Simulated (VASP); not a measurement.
An input for Ansatz (written as the equivalent of a VASP run, and not itself run):

Ansatz 0.2 input:
```yaml
crystal:
  lattice:
    - [0.0000000, 1.7795212, 1.7795212]
    - [1.7795212, 0.0000000, 1.7795212]
    - [1.7795212, 1.7795212, 0.0000000]
  atoms:
    - { symbol: C, position: [0.0000000, 0.0000000, 0.0000000] }
    - { symbol: C, position: [0.2500000, 0.2500000, 0.2500000] }
kpoints:
  mp_grid: { grid: [14, 14, 14] }
hamiltonian:
  xc: pbe
  dispersion: d4
  pseudopotentials: { kind: paw }
scf:
  occupations: { method: tetrahedron }
  max_iter: 100
output: { forces: true, stress: true, eigenvalues: true }
```

Task: Write the VASP files for the same calculation (PBE-D4).

Result: Several could match; the one computed here: 
**INCAR**
```
# general
SYSTEM = C
PREC   = Accurate
ENCUT  = 520
LREAL  = .False.
LASPH  = .True.

# electronic loop
EDIFF  = 1E-7   # SCF stop (eV)
NELM   = 100   # most electronic steps
ALGO   = Normal   # blocked Davidson

# smearing
ISMEAR = -5   # tetrahedra, Bloechl

# functional
GGA    = PE   # PBE
IVDW   = 13   # D4

# ions
ISIF   = 2

# output
LWAVE  = .False.
LCHARG = .True.
LORBIT = 11   # lm-projected
NEDOS  = 601   # DOS grid
```

### KPOINTS
```
Regular mesh
0
gamma
  14 14 14
```

POSCAR:
```
C
3.5590420
  0.0000000000   0.5000000518   0.5000000518
  0.5000000518   0.0000000000   0.5000000518
  0.5000000518   0.5000000518   0.0000000000
C
2
direct
  0.0000000000   0.0000000000   0.0000000000
  0.2500000000   0.2500000000   0.2500000000
```

POTCAR, in this order: C (PBE.64 set). Program: vasp_std.

What does not carry over: each code has its own PAW files, so the cut-off isn't converted (ENCUT is set for VASP's; basis.ecutwfc is left out, and Ansatz then takes the one that its files recommend); Ansatz stops its SCF on the density residual and VASP on the energy change (EDIFF).

The compound is C in the diamond structure. It was relaxed first.
